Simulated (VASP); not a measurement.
Here is the system:

```yaml
crystal:
  lattice:
    - [1.80732, -3.13037, 0.00000]
    - [1.80732, 3.13037, 0.00000]
    - [0.00000, 0.00000, 5.61000]
  atoms:
    - { symbol: Er, position: [0.33333, 0.66667, 0.25000] }
    - { symbol: Er, position: [0.66667, 0.33333, 0.75000] }
```

Calculation: revPBE GGA, VASP's PBE PAW potentials (set 64) (plane waves; VASP). Run with 520 eV cut-off, Gaussian smearing of 0.050 eV, potentials Er_3.

The 4f electrons are frozen in the core of the lanthanide potential, so 4f levels, which can set the real gap, and their magnetism are missing.

**Question.** Predict the band gap (along the path) with the smallest direct gap where there is one.

**Answer.** 
The band gap (along the path) is none (metal, semimetal or under 0.01 eV).

The compound is Er in the hcp structure. It was relaxed first.
